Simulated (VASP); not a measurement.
A run of VASP 6.6.1 is set up as follows.

INCAR

```
PREC = Accurate
ENCUT = 550
EDIFF = 1E-7
ISMEAR = 0
SIGMA = 0.1
LREAL = F
LASPH = T
NELM = 100
ALGO = Normal
ISIF = 2
LWAVE = F
LCHARG = F
MAGMOM = 0 0 0 0 0 0 0 0 0 0 0 0
LORBIT = 11
LSORBIT = T
GGA_COMPAT = F
GGA = BF
LUSE_VDW = T
ZAB_VDW = -1.8867
LOPTICS = T
NBANDS = 118
NEDOS = 2000
CSHIFT = 0.1
```

KPOINTS

```
regular mesh
0
Gamma
  7 7 3
```

POSCAR

```
SiBr
1.0
    3.1930980211      0.0000000000      0.0000000000
   -1.5965490106      2.7653008906      0.0000000000
    0.0000000000      0.0000000000      9.8896918246
Si Br
2 2
Cartesian
   -0.0000159655      1.8435431447      3.3957245849
    1.5965649760      0.9217577459      8.3405704972
   -0.0000159655      1.8435431447      0.2945150225
    1.5965649760      0.9217577459      5.2393609348
```

Potentials or basis: VASP PAW PBE potentials, release 64 (Si_GW, Br_GW).

The run is started by

```bash
$ cat potpaw_PBE.64/Si_GW/POTCAR potpaw_PBE.64/Br_GW/POTCAR > POTCAR
$ mpirun -np 1 vasp_ncl > vasp.out
```

Task: What does it give for the pressure?

Result: 7.8 GPa.

Task: What does it give for the largest force?

Result: 0.750 eV/Å.

Forces on the atoms (eV/Å):
```
Si   0.000  0.000 -0.750
Si   0.000  0.000 -0.750
Br   0.000  0.000  0.750
Br   0.000  0.000  0.750
```

Caveat: the PAW data sets were made with another functional, which shifts forces and pressure a little.
